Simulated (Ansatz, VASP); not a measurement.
Given: the input of a run of Ansatz 0.2.0 on HfGe.

input.yaml

```yaml
crystal:
  lattice:
    - [3.2409889128, 0.0, 0.0]
    - [0.0, 3.2409889128, 0.0]
    - [0.0, 0.0, 4.1356366234]
  atoms:
    - { symbol: Hf, position: [0.5, 0.5, 0.0] }
    - { symbol: Ge, position: [0.0, 0.0, 0.0] }
kpoints:
  mp_grid: { grid: [8, 8, 7] }
scf:
  occupations: { method: fermi_dirac, width: 0.05 }
hamiltonian:
  xc: pbe
  pseudopotentials: { kind: all_electron, lapw: { basis_error: 0.0005 } }
output:
  forces: true
  stress: true
  eigenvalues: true
```

Potentials or basis: all-electron LAPW, scalar-relativistic.

Command:

```console
$ ansatz run input.yaml --threads 1 --pin off --max-ram 3072MiB --backend cpu --events-out ev --progress --plain --runs-dir out
```

Question: Set up the same calculation for VASP 6.6.1. Potentials there: VASP PAW PBE potentials, release 64 (Hf_pv, Ge_d).

Answer: As run (the cutoff follows the program's own potentials):

Contents of INCAR:

```
SYSTEM = HfGe
PREC = Accurate
ENCUT = 520
EDIFF = 1E-6
ISMEAR = -1
SIGMA = 0.05
LREAL = .FALSE.
LASPH = .TRUE.
NELM = 80
ALGO = Normal
ISIF = 2
LWAVE = .FALSE.
LCHARG = .FALSE.
GGA = PE
NBANDS = 19
```

The input KPOINTS:

```
Automatic mesh
0
G
  8 8 7
  0 0 0
```

The input POSCAR:

```
HfGe
1.0
    3.2409889128      0.0000000000      0.0000000000
    0.0000000000      3.2409889128      0.0000000000
    0.0000000000      0.0000000000      4.1356366234
Hf Ge
1 1
Direct
    0.5000000000      0.5000000000      0.0000000000
    0.0000000000      0.0000000000      0.0000000000
```

Potentials or basis: VASP PAW PBE potentials, release 64 (Hf_pv, Ge_d).

Command:

```console
$ cat potpaw_PBE.64/Hf_pv/POTCAR potpaw_PBE.64/Ge_d/POTCAR > POTCAR
$ mpirun -np 1 vasp_std > vasp.out
```

Both were run:

|  | VASP | Ansatz | Ansatz less VASP |
| --- | --- | --- | --- |
| gap on the k mesh at the Fermi level (eV) | none | none | - |
| pressure (GPa) | 56.5 | 56.4 | -0.02 |
| largest component of the traceless stress (GPa) | 58.09 | 58.06 | -0.030 |

A gap of «none» marks a metal or a gap that the smearing closes. Ansatz ran all-electron here, so the differences hold the error of VASP's frozen core and of both bases.

Caveats: so large a pressure means that the cell lies far from this level's equilibrium, or that cutoff or potentials fall short (VASP). The runs have no spin-orbit coupling, so splittings on Hf are missing.
